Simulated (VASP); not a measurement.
Level of theory: PBE GGA with D3 dispersion (zero damping), VASP's PBE PAW potentials (set 64) (plane waves; VASP).

A VASP calculation is set up with these files.

INCAR:
```
# general
SYSTEM =CdSe
PREC   =Accurate
ENCUT  =520
LREAL  =.FALSE.
LASPH  =.TRUE.

# electronic loop
EDIFF  =1E-6
NELM   =100
ALGO   =Normal
LMAXMIX=4

# smearing
ISMEAR =0
SIGMA  =0.05

# functional
GGA    =PE
IVDW   =11

# ions
IBRION =2
NSW    =60
ISIF   =3
EDIFFG =-0.01

# output
LWAVE  =.FALSE.
LCHARG =.FALSE.
```

**POSCAR**
```
CdSe
1
    0.0000000000     3.0250000000     3.0250000000
    3.0250000000     0.0000000000     3.0250000000
    3.0250000000     3.0250000000     0.0000000000
Cd Se
1 1
Direct
  0.0000000000   0.0000000000   0.0000000000
  0.2500000000   0.2500000000   0.2500000000
```

### KPOINTS
```
Regular mesh
0
G
 7 7 7
0 0 0
```

POTCAR, in this order: Cd Se (PBE.64 set). Program: vasp_std.

Energy and stress use the plane-wave basis of the starting cell.

Problem. What does the run give for the energy per atom (σ→0), dispersion energy, volume per atom, band gap (on the k-mesh)?

Solution. 
- energy per atom (σ→0) = -3004 meV/atom
- dispersion energy = -0.524 eV
- band gap (on the k-mesh) = 0.57 eV
- volume per atom = 28.67 Å³/atom

### OSZICAR
```
...
DAV:   1    -0.551265083533E+01   -0.21264E-01   -0.61006E-01   570   0.103E+01    0.124E+00
DAV:   2    -0.548619176392E+01    0.26459E-01   -0.68068E-02   555   0.414E+00    0.415E-01
DAV:   3    -0.548347181731E+01    0.27199E-02   -0.74742E-03   540   0.963E-01    0.359E-01
DAV:   4    -0.548322408673E+01    0.24773E-03   -0.52705E-04   535   0.229E-01    0.558E-02
DAV:   5    -0.548321467213E+01    0.94146E-05   -0.91314E-05   605   0.145E-01    0.280E-02
DAV:   6    -0.548321773471E+01   -0.30626E-05   -0.16213E-05   545   0.550E-02    0.828E-03
DAV:   7    -0.548321760433E+01    0.13038E-06   -0.87449E-07   420   0.642E-03
   3 F= -.60075089E+01 E0= -.60075089E+01  d E =-.115649E-01
```

The compound is CdSe in the zinc blende structure, whereas wurtzite is the usual form. This run relaxes it. Symmetry was kept, so distortions that lower it aren't found.
